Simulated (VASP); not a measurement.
Data:

```
Ho
1.0
    3.16148     0.00000     0.00000
    0.00000     3.16148     0.00000
    0.00000     0.00000     3.16148
Ho
1
Cartesian
  0.00000   0.00000   0.00000
```

The numbers are results of PBEsol GGA, VASP's PBE PAW potentials (set 64) (plane waves; VASP), not measurements. Settings: 400 eV cut-off, 13×13×13 Γ-centred mesh, tetrahedra with Blöchl corrections, potentials Ho_3.

The 4f electrons are frozen in the core of the lanthanide potential, so 4f levels, which can set the real gap, and their magnetism are missing.

Problem. Predict the energy per atom (σ→0), band gap (on the k-mesh) with the smallest direct gap where there is one.

Solution. 
The band gap (on the k-mesh) is none (metal, semimetal or under 0.01 eV) and the energy per atom (σ→0) is -4.134 eV/atom.

The structure was generated: Ho was put into the simple-cubic type (Pm-3m), which need not be its known phase. It was relaxed first, which changed the volume by -10 %.
